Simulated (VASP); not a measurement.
Data:

```yaml
crystal:
  lattice:
    - [-2.72597, 2.72597, 4.25328]
    - [2.72597, -2.72597, 4.25328]
    - [2.72597, 2.72597, -4.25328]
  atoms:
    - { symbol: Si, position: [0.75000, 0.25000, 0.50000] }
    - { symbol: Si, position: [0.00000, 0.00000, 0.00000] }
    - { symbol: S, position: [0.09201, 0.12500, 0.46701] }
    - { symbol: S, position: [0.87500, 0.34201, 0.96701] }
    - { symbol: S, position: [0.65799, 0.62500, 0.53299] }
    - { symbol: S, position: [0.37500, 0.90799, 0.03299] }
```

Computed with LDA (Ceperley-Alder, Perdew-Zunger), VASP's LDA PAW potentials (set 64) (plane waves; VASP). Settings: 300 eV cut-off, 7×7×7 Γ-centred mesh, Gaussian smearing of 0.010 eV, potentials Si S.

Predict the energy per atom (σ→0), pressure, largest force.

```yaml
energy per atom (σ→0): -5.733 eV/atom
pressure: 2.83 GPa
largest_force: 0.738 eV/Å
```

The structure comes from a computed database's SiS2 entry; how it stands against other phases isn't given here. The cell was not relaxed at this level.
